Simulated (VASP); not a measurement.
Here is the system:

```
Ga2PbO4
1.0
    8.60250     0.00000     0.00000
    0.00000     4.71566     2.62619
    0.00000    -4.71566     2.62619
Ga Pb O
4 2 8
Direct
  0.55254   0.71072   0.36478
  0.44746   0.36478   0.71072
  0.94746   0.71072   0.36478
  0.05254   0.36478   0.71072
  0.75000   0.02682   0.97315
  0.25000   0.97315   0.02682
  0.75000   0.87090   0.48900
  0.25000   0.48900   0.87090
  0.50000   0.67601   0.67601
  0.00000   0.67601   0.67601
  0.56079   0.37131   0.00554
  0.43921   0.00554   0.37131
  0.93921   0.37131   0.00554
  0.06079   0.00554   0.37131
```

These are r2SCAN meta-GGA, VASP's PBE PAW potentials (set 64) (plane waves; VASP 6.6.1) values and carry that method's errors. Run with LREAL = Auto, 520 eV cut-off, 3×6×6 Γ-centred mesh, tetrahedra with Blöchl corrections, potentials Ga_d Pb_d O.

Unless said otherwise, spin-orbit coupling is left out, though it shifts the bands of the heavy elements here.

Q: Give the energies of bands 55 to 68 at the high-symmetry points, in eV from the valence-band maximum.

A: 
```csv
band,Γ,Y,F0,Z,B0,T,S,R
55,-1.55,-1.53,-1.54,-1.53,-1.59,-1.42,-1.86,-1.87
56,-1.32,-1.47,-1.41,-1.53,-1.59,-1.42,-1.57,-1.43
57,-1.10,-1.41,-1.18,-1.00,-1.12,-1.21,-1.16,-1.36
58,-1.06,-1.11,-0.99,-1.00,-1.12,-1.21,-1.08,-1.19
59,-1.01,-0.86,-0.91,-0.86,-1.01,-1.16,-1.08,-0.86
60,-1.00,-0.84,-0.87,-0.86,-1.01,-1.16,-0.80,-0.78
61,-0.88,-0.76,-0.77,-0.72,-0.67,-0.62,-0.79,-0.70
62,-0.86,-0.68,-0.72,-0.72,-0.67,-0.62,-0.70,-0.65
63,-0.49,-0.39,-0.35,-0.28,-0.23,-0.19,-0.41,-0.53
64,-0.13,-0.07,-0.23,-0.28,-0.23,-0.19,-0.01,0.00
65,4.08,4.01,4.22,4.25,4.73,4.74,3.95,4.53
66,4.63,5.31,4.81,4.25,4.73,4.74,5.31,4.62
67,5.41,5.65,5.70,5.75,5.55,5.75,5.70,5.68
68,6.12,5.94,5.83,5.75,5.55,5.75,5.78,5.85
```

The gap is indirect, 3.95 eV, from the valence maximum at R to the conduction minimum at S.

The structure comes from a computed database's Ga2PbO4 entry (Ama2); how it stands against other phases isn't given here. It was relaxed first.
